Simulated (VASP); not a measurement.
A convergence study with VASP on BN (wurtzite): one setting is varied, all else stays as given below, so the limit is that of these other settings.

```
CELL_PARAMETERS angstrom
      1.27500    -2.20837     0.00000
      1.27500     2.20837     0.00000
      0.00000     0.00000     4.22000
ATOMIC_POSITIONS crystal
  B  0.66667 0.33333 0.50000
  B  0.33333 0.66667 0.00000
  N  0.66667 0.33333 0.87500
  N  0.33333 0.66667 0.37500
```

All values below come from PBE GGA, VASP's PBE PAW potentials (set 64) (plane waves; VASP 6.6.1). The tightest run used: 700 eV cut-off, 19×19×10 Γ-centred mesh, Gaussian smearing of 0.050 eV, potentials B N.

| setting | E (eV/atom) | pressure (GPa) | irreducible k-points |
|---|---|---|---|
| 1×1×1 mesh | -2.2388 | 133.87 | 1 |
| 2×2×1 mesh | -8.2436 | 10.07 | 2 |
| 3×3×2 mesh | -8.6158 | 3.56 | 6 |
| 4×4×2 mesh | -8.6922 | 2.24 | 8 |

### Question
These are the cheaper rows. Estimate the results at 19×19×10 mesh, and how far the last row shown lies from them.

### Answer

```tsv
quantity	tightest run	last row shown is off by
E (eV/atom)	-8.7116	0.0194
pressure (GPa)	1.75	0.49
```

Left out are rungs that failed or repeat a setting and relaxations that didn't move; long series are thinned to 24 rows.

The compound is BN in the wurtzite structure, a metastable high-pressure form. The cell was not relaxed at this level.
